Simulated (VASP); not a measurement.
Input:

```
CELL_PARAMETERS angstrom
      0.00000     3.08739     3.08739
      3.08739     0.00000     3.08739
      3.08739     3.08739     0.00000
ATOMIC_POSITIONS crystal
  Pb 0.00000 0.00000 0.00000
  Se 0.50000 0.50000 0.50000
```

Method: r2SCAN meta-GGA, VASP's PBE PAW potentials (set 64) (plane waves; VASP). Run with 480 eV cut-off, 8×8×8 Γ-centred mesh, Gaussian smearing of 0.050 eV, potentials Pb_d Se.

Unless said otherwise, spin-orbit coupling is left out, though it shifts the bands of the heavy elements here.

Each row applies one change to this cell, which was relaxed at other settings and keeps the small stress of the first row; at a fixed cut-off the stress holds a Pulay part, so it need not integrate to ΔE exactly. Stress is in GPa, positive when the cell is compressed; gaps are those on the k-mesh, and 0.00 means metallic.

```csv
change,ΔE (meV/atom),σxx,σyy,σzz,"largest shear component, with its sign (GPa)",gap (eV)
none,0.0,0.09,0.09,0.09,0.00,0.67
shear strain γ_xz = -3.0 %,1.5,0.09,0.07,0.09,0.55,0.52
biaxial strain of -4.0 % in the yz plane,(withheld),(withheld),(withheld),(withheld),(withheld),(withheld)
isotropic strain of +1.0 %,3.5,-1.37,-1.37,-1.37,0.00,0.76
shear strain γ_xz = -0.5 %,0.0,0.09,0.09,0.09,0.09,0.64
biaxial strain of +3.0 % in the yz plane,(withheld),(withheld),(withheld),(withheld),(withheld),(withheld)
shear strain γ_xz = +3.0 %,1.5,0.09,0.07,0.09,-0.55,0.52
```

Q: Fill in the missing entries.

A: 
- biaxial strain of +3.0 % in the yz plane, ΔE (meV/atom): 19.6
- biaxial strain of +3.0 % in the yz plane, σxx: -0.70
- biaxial strain of +3.0 % in the yz plane, σyy: -3.40
- biaxial strain of +3.0 % in the yz plane, σzz: -3.40
- biaxial strain of +3.0 % in the yz plane, largest shear component, with its sign (GPa): 0.00
- biaxial strain of +3.0 % in the yz plane, gap (eV): 0.81
- biaxial strain of -4.0 % in the yz plane, ΔE (meV/atom): 50.8
- biaxial strain of -4.0 % in the yz plane, σxx: 1.20
- biaxial strain of -4.0 % in the yz plane, σyy: 7.60
- biaxial strain of -4.0 % in the yz plane, σzz: 7.60
- biaxial strain of -4.0 % in the yz plane, largest shear component, with its sign (GPa): 0.00
- biaxial strain of -4.0 % in the yz plane, gap (eV): 0.31

Failed runs are left out, and for metals the shear rows, which the mesh's noise covers.

The compound is PbSe in the rock salt structure.
